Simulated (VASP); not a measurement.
These are PBEsol GGA, VASP's PBE PAW potentials (set 64) (plane waves; VASP) values and carry that method's errors. For the alloy's cell: Numerical set-up: 400 eV cut-off, 8×8×16 Γ-centred mesh, tetrahedra with Blöchl corrections, potentials W_sv V_sv.

```json
[
 {"end member": "V (bcc)", "E (eV/atom)": "-9.6347", "V (Å³/atom)": "12.86", "gap (eV)": "0.00"},
 {"end member": "W (bcc)", "E (eV/atom)": "-13.8052", "V (Å³/atom)": "15.73", "gap (eV)": "0.00"}
]
```

An ordered cell with a fraction 0.50 of the second end member relaxes to

```yaml
crystal:
  lattice:
    - [-3.06595, 3.00591, 2.99915]
    - [3.07277, -3.11539, 3.11539]
    - [1.52957, 1.55431, -1.55431]
  atoms:
    - { symbol: W, position: [0.00000, 0.00000, 0.00000] }
    - { symbol: W, position: [0.00000, 0.50000, 0.00000] }
    - { symbol: V, position: [0.50000, 0.00000, 0.00000] }
    - { symbol: V, position: [0.50000, 0.50000, 0.00000] }
```

Unless said otherwise, spin-orbit coupling is left out, though it shifts the bands of the heavy elements here.

Question: Estimate the mixing energy, the deviation from a linear volume and the gap.

Answer: Its energy is -11.7889 eV/atom, so the mixing energy is -69 meV/atom. The volume of 14.32 Å³/atom lies +0.2 % from the linear mean. The cell is without a gap at this level.
